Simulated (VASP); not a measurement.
These are r2SCAN meta-GGA, VASP's PBE PAW potentials (set 64) (plane waves; VASP) values and carry that method's errors.

VASP ran on this input.

### POSCAR
```
Cu(211) slab
1.0
  6.2013364676   0.0000000000   0.0000000000
  0.0000000000   2.5316847035   0.0000000000
  0.0000000000   0.0000000000  25.1084571573
Cu
14
Direct
  0.8360810487   0.2500000000   0.3133176132
  0.1653939009   0.7500000000   0.3398147577
  0.4981828265   0.2500000000   0.3672445251
  0.8298077753   0.7500000000   0.3957233417
  0.1689705519   0.2500000000   0.4273625571
  0.5004402513   0.7500000000   0.4562844502
  0.8332610123   0.2500000000   0.4847320183
  0.1667389877   0.7500000000   0.5152679817
  0.4995597487   0.2500000000   0.5437155498
  0.8310294481   0.7500000000   0.5726374429
  0.1701922247   0.2500000000   0.6042766583
  0.5018171735   0.7500000000   0.6327554749
  0.8346060991   0.2500000000   0.6601852423
  0.1639189513   0.7500000000   0.6866823868
```

KPOINTS:
```
Automatic mesh
0
Gamma
5 11 1
0 0 0
```

INCAR:
```
SYSTEM=Cu(211) slab
PREC=Normal; ENCUT=400; LREAL=F
LASPH=T
EDIFF=1E-5; NELM=100; NELMIN=4
ALGO=Normal; LMAXMIX=4; LMIXTAU=T
ISMEAR=1; SIGMA=0.1
METAGGA=R2SCAN
IBRION=2; NSW=120; ISIF=2
EDIFFG=-0.03
LWAVE=T; LCHARG=F
DIPOL=0.5 0.5 0.5
LDIPOL=T; IDIPOL=3
```

POTCAR, in this order: Cu (PBE.64 set). Program: vasp_std.

Task: What will the output report for the number of irreducible k-points (NKPTS), largest plane-wave count, number of space-group operations, FFT grid (NGX, NGY, NGZ)?

Result: 
```json
{
 "number of irreducible k-points (NKPTS)": "18",
 "largest_plane_wave_count": "7207",
 "number_of_space_group_operations": "4",
 "FFT grid (NGX, NGY, NGZ)": "30 × 12 × 126"
}
```

The cell is a thin slab with vacuum, built from Cu (fcc): (211) face.
